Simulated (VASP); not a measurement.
```
CELL_PARAMETERS angstrom
      1.45332    -2.51722     0.00000
      1.45332     2.51722     0.00000
      0.00000     0.00000     2.83566
ATOMIC_POSITIONS crystal
  W  0.00000 0.00000 0.00000
  C  0.33333 0.66667 0.50000
```

The numbers are results of MS2 meta-GGA, VASP's PBE PAW potentials (set 64) (plane waves; VASP), not measurements. Numerical set-up: 520 eV cut-off, 16×16×14 Γ-centred mesh, tetrahedra with Blöchl corrections, potentials W_sv C.

**Question.** Give the energies of bands 6 to 12 at the high-symmetry points, in eV from the Fermi level.

**Answer.** 
| band | Γ | M | K | A | L | H |
|---|---|---|---|---|---|---|
| 6 | -4.33 | -7.20 | -6.70 | -8.80 | -6.57 | -7.32 |
| 7 | -3.36 | -3.65 | -4.60 | -2.05 | -4.39 | -5.51 |
| 8 | -3.36 | -3.58 | -3.49 | -2.05 | -4.30 | -1.67 |
| 9 | 0.13 | -0.44 | 0.73 | -0.53 | 0.29 | -0.64 |
| 10 | 3.38 | 2.49 | 1.03 | -0.53 | 4.54 | 4.49 |
| 11 | 3.38 | 4.65 | 2.17 | 3.79 | 5.40 | 6.56 |
| 12 | 5.83 | 5.01 | 3.33 | 4.85 | 6.82 | 7.77 |

It has no gap at this level: it comes out as a metal or semimetal.

The compound is WC in the wc structure. It was relaxed first.
